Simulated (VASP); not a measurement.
The system is ZnB.

```
Zn B
1.0
     2.80737    0.00000    0.00000
     0.00000    2.80737    0.00000
     0.00000    0.00000    2.80737
Zn B
1 1
Direct
  0.00000 0.00000 0.00000
  0.50000 0.50000 0.50000
```

The cell was built by a generator and needn't be a form met in nature.

Base run:

- Program: VASP 6.6.1
- Functional: revPBE
- Potentials or basis: VASP PAW PBE potentials, release 64 (Zn, B)
- Cutoff: 520 eV
- k mesh: 9 × 9 × 9
- Occupations: fermi-dirac, width 0.05 eV
- Spin: no spin polarisation

Its results: pressure 3.0 GPa.

Problem. After a change of settings the same cell gave: pressure -5.2 GPa. Which change was it?
A. functional from revPBE to AM05
B. functional from revPBE to TPSS; further incar settings from ALGO = Fast; EDIFF = 1e-06; NBANDS = 14 to ALGO = Normal; EDIFF = 1e-06; NBANDS = 14
C. functional from revPBE to PW91
D. functional from revPBE to BLYP

Solution. A.

AM05 binds more tightly than revPBE, so the same cell stands under less pressure.

Caveats: the PAW data sets were made with another functional, which shifts forces and pressure a little.
